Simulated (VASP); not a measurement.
Level of theory: PBEsol GGA, VASP's PBE PAW potentials (set 64) (plane waves; VASP).

The input files of a VASP run:

File KPOINTS:
```
Automatic mesh
0
Gamma
14 14 10
0 0 0
```

File POSCAR:
```
TiAl
1
    2.5794405599     0.0000000000     0.0000000000
    0.0000000000     2.5794405599    -0.0000000000
    0.0000000000     0.0000000000     3.7377271948
Ti Al
1 1
Direct
  0.0000000000   0.0000000000   0.0000000000
  0.5000000000   0.5000000000   0.5000000000
```

### INCAR
```
ALGO = Normal
EDIFF = 1E-6
EDIFFG = -0.02
ENCUT = 500
GGA = PS
IBRION = 2
ISIF = 3
ISMEAR = 1
LASPH = .True.
LCHARG = .False.
LMAXMIX = 4
LREAL = .False.
LWAVE = .False.
NELM = 100
NSW = 40
PREC = Accurate
PSTRESS = 450
SIGMA = 0.1
SYSTEM = TiAl
```

POTCAR, in this order: Ti_sv Al (PBE.64 set). Program: vasp_std.

The resulting files:

### OSZICAR
```
       N       E                     dE             d eps       ncg     rms          rms(c)
DAV:   1     0.940906938899E+02    0.94091E+02   -0.74851E+03  4758   0.143E+03
DAV:   2    -0.816201608925E+01   -0.10225E+03   -0.98995E+02  4832   0.344E+02
DAV:   3    -0.135732577219E+02   -0.54112E+01   -0.52076E+01  7035   0.786E+01
DAV:   4    -0.137634463574E+02   -0.19019E+00   -0.18882E+00  5906   0.129E+01
DAV:   5    -0.137706346718E+02   -0.71883E-02   -0.71776E-02  6749   0.221E+00    0.138E+01
DAV:   6    -0.125429609960E+02    0.12277E+01   -0.86291E+00  5639   0.368E+01    0.433E+00
DAV:   7    -0.124678961364E+02    0.75065E-01   -0.57010E-01  5261   0.894E+00    0.311E+00
DAV:   8    -0.124676770961E+02    0.21904E-03   -0.11595E-01  5244   0.377E+00    0.495E-01
DAV:   9    -0.124688371532E+02   -0.11601E-02   -0.17741E-02  6519   0.166E+00    0.296E-01
DAV:  10    -0.124693161463E+02   -0.47899E-03   -0.11242E-03  5637   0.385E-01    0.847E-02
DAV:  11    -0.124692863381E+02    0.29808E-04   -0.27196E-04  5758   0.211E-01    0.410E-02
DAV:  12    -0.124692888740E+02   -0.25359E-05   -0.22369E-05  5294   0.594E-02    0.135E-02
DAV:  13    -0.124692883626E+02    0.51142E-06   -0.83055E-07  3261   0.122E-02
   1 F= -.54843821E+01 E0= -.54844693E+01  d E =-.548438E+01
       N       E                     dE             d eps       ncg     rms          rms(c)
DAV:   1    -0.124557380773E+02    0.13551E-01   -0.22012E-02  5371   0.257E+00    0.297E-01
DAV:   2    -0.124548119548E+02    0.92612E-03   -0.70347E-03  5284   0.116E+00    0.770E-02
DAV:   3    -0.124546885576E+02    0.12340E-03   -0.82980E-04  5908   0.289E-01    0.245E-02
DAV:   4    -0.124546974613E+02   -0.89037E-05   -0.11117E-04  6653   0.806E-02    0.166E-02
DAV:   5    -0.124547166720E+02   -0.19211E-04   -0.35950E-05  6444   0.433E-02    0.680E-03
DAV:   6    -0.124547192381E+02   -0.25661E-05   -0.73700E-06  5986   0.180E-02    0.293E-03
DAV:   7    -0.124547197453E+02   -0.50722E-06   -0.78835E-07  2960   0.859E-03
   2 F= -.54843614E+01 E0= -.54844245E+01  d E =0.207019E-04
       N       E                     dE             d eps       ncg     rms          rms(c)
DAV:   1    -0.124641409611E+02   -0.94217E-02   -0.84027E-03  5372   0.159E+00    0.185E-01
DAV:   2    -0.124637873307E+02    0.35363E-03   -0.27481E-03  5273   0.726E-01    0.481E-02
DAV:   3    -0.124637378332E+02    0.49497E-04   -0.32730E-04  5847   0.183E-01    0.153E-02
DAV:   4    -0.124637407135E+02   -0.28802E-05   -0.43330E-05  6644   0.497E-02    0.102E-02
DAV:   5    -0.124637468251E+02   -0.61117E-05   -0.13417E-05  6054   0.272E-02    0.459E-03
DAV:   6    -0.124637474385E+02   -0.61339E-06   -0.31777E-06  5263   0.126E-02
   3 F= -.54843960E+01 E0= -.54844743E+01  d E =-.139184E-04
```

**OUTCAR**
```
------------------------ aborting loop because EDIFF is reached ----------------------------------------
  FORCE on cell =-STRESS in cart. coord.  units (eV):
  Direction    XX          YY          ZZ          XY          YZ          ZX
  --------------------------------------------------------------------------------------
  Total        7.0150678      7.0150678      6.9713238      0.0000000      0.0000000      0.0000000
  in kB      452.3028465    452.3028465    449.4824109      0.0000000      0.0000000      0.0000000
  external PRESSURE =       1.3627013 kB  Pullay stress =     450.0000000 kB
  volume of cell :       24.85
      direct lattice vectors                 reciprocal lattice vectors
     2.579099029  0.000000000  0.000000000     0.387732301  0.000000000  0.000000000
     0.000000000  2.579099029 -0.000000000     0.000000000  0.387732301  0.000000000
     0.000000000 -0.000000000  3.735743913     0.000000000  0.000000000  0.267684301
 POSITION                                       TOTAL-FORCE (eV/Angst)
 -----------------------------------------------------------------------------------
      0.00000      0.00000      0.00000         0.000000      0.000000      0.000000
      1.28955      1.28955      1.86787         0.000000     -0.000000      0.000000
 -----------------------------------------------------------------------------------
    total drift:                               -0.000000      0.000000     -0.000000
  FREE ENERGIE OF THE ION-ELECTRON SYSTEM (eV)
  ---------------------------------------------------
  free  energy   TOTEN  =       -12.4637474385 eV

  energy  without entropy=      -12.4639821775  energy(sigma->0) =      -12.46382568
  enthalpy is  TOTEN    =        -5.4843960415 eV   P V=        6.9793513970

 reached required accuracy - stopping structural energy minimisation
```
(Selected blocks of OUTCAR.)

### CONTCAR
```
TiAl
   1.00000000000000
     2.5790990289351439    0.0000000000000000    0.0000000000000000
     0.0000000000000000    2.5790990289351439   -0.0000000000000000
     0.0000000000000000   -0.0000000000000000    3.7357439132475272
  Ti              Al
     1     1
Direct
     0.0000000000000000    0.0000000000000000    0.0000000000000000
     0.5000000000000000    0.5000000000000000    0.5000000000000000
```

The compound is TiAl in the L1_0 structure. This run relaxes it under an external pressure of 45 GPa. Symmetry was kept, so distortions that lower it aren't found. The electron count is odd and the run is not spin-polarised, which forces a metal.
